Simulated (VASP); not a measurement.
Energy against volume of TiC (rock salt). Method: PBE GGA, VASP's PBE PAW potentials (set 64) (plane waves; VASP).

```
V (Å³/atom)  E (eV/atom)
-----------  -----------
9.567           -9.32273
9.872           -9.34695
10.178          -9.35458
10.483          -9.34793
10.788          -9.32899
```

Task: Fit a third-order Birch-Murnaghan equation of state.

Result: 
| Item | Value |
|---|---|
| volume per atom | 10.18 Å³/atom |
| bulk modulus | 249 GPa |
| pressure derivative of the bulk modulus | 4.00 |
| lattice constant a | 4.335 Å |

Measured: a 4.330 Å (computed value off by +0.1 %), as given by Guo-Xu Zhang et al., New Journal of Physics (2018), doi:10.1088/1367-2630/aac7f0. The calculation is for a static lattice, while the measured a holds thermal and zero-point effects, which are part of the difference.

The compound is TiC in the rock salt structure. It was relaxed first.
